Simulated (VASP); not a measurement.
The input files of a VASP run:

### POSCAR
```
Os
1
    1.3398093924    -2.3206175929     0.0000000000
    1.3398093924     2.3206175929     0.0000000000
    0.0000000000     0.0000000000     4.2303645301
Os
2
Direct
  0.3333330000   0.6666670000   0.2500000000
  0.6666670000   0.3333330000   0.7500000000
```

**KPOINTS**
```
Automatic mesh
0
Gamma
15 15 9
0 0 0
```

INCAR:
```
ALGO  =  Normal
LMAXMIX  =  6   ! l cut-off of mixed one-centre charges
LCHARG  =  .False.
SYSTEM  =  Os
ISMEAR  =  1   ! Methfessel-Paxton
PREC  =  Accurate
ENCUT  =  520
LREAL  =  .False.   ! projection in real space or not
LWAVE  =  .False.
EDIFF  =  1E-7   ! SCF stop (eV)
IBRION  =  2
NELM  =  100
IVDW  =  11
EDIFFG  =  -0.01   ! ionic stop
LASPH  =  .True.
GGA  =  PE   ! PBE
ISIF  =  4   ! ions and shape, fixed volume
SIGMA  =  0.1   ! width (eV)
NSW  =  30   ! most ionic steps
```

POTCAR, in this order: Os (PBE.64 set). Program: vasp_std.

Question: Write an equivalent input for Quantum ESPRESSO's pw.x.

Answer: One equivalent input (not run):
```
&CONTROL
  calculation = 'vc-relax'
  pseudo_dir = './pseudo'
  outdir = './out'
  tprnfor = .true.
  tstress = .true.
  nstep = 30
  forc_conv_thr = 0.00039
/
&SYSTEM
  ibrav = 0
  nat = 2
  ntyp = 1
  ecutwfc = 74
  occupations = 'smearing'
  smearing = 'methfessel-paxton'
  degauss = 0.00735
  input_dft = 'pbe'
  vdw_corr = 'grimme-d3'
  dftd3_version = 3
  dftd3_threebody = .false.
/
&ELECTRONS
  conv_thr = 7.3e-09
  electron_maxstep = 100
/
&IONS
/
&CELL
  cell_dofree = 'shape'
/
ATOMIC_SPECIES
  Os 190.230 Os.upf
CELL_PARAMETERS angstrom
     1.3398094   -2.3206176    0.0000000
     1.3398094    2.3206176    0.0000000
     0.0000000    0.0000000    4.2303645
ATOMIC_POSITIONS crystal
  Os   0.3333330  0.6666670  0.2500000
  Os   0.6666670  0.3333330  0.7500000
K_POINTS automatic
  15 15 9 0 0 0
```
The two are equivalent in intent, not identical: the potentials are each code's own (VASP's PAW set, PseudoDojo norm-conserving files in pw.x), so ENCUT and ecutwfc are chosen apart and not converted; conv_thr bounds pw.x's estimated SCF error, while EDIFF bounds the energy change between steps; forc_conv_thr acts on force components and is met together with etot_conv_thr.

The compound is Os in the hcp structure. This cell is one point of a volume scan, at 0.94 of the reference volume. Symmetry was kept, so distortions that lower it aren't found.
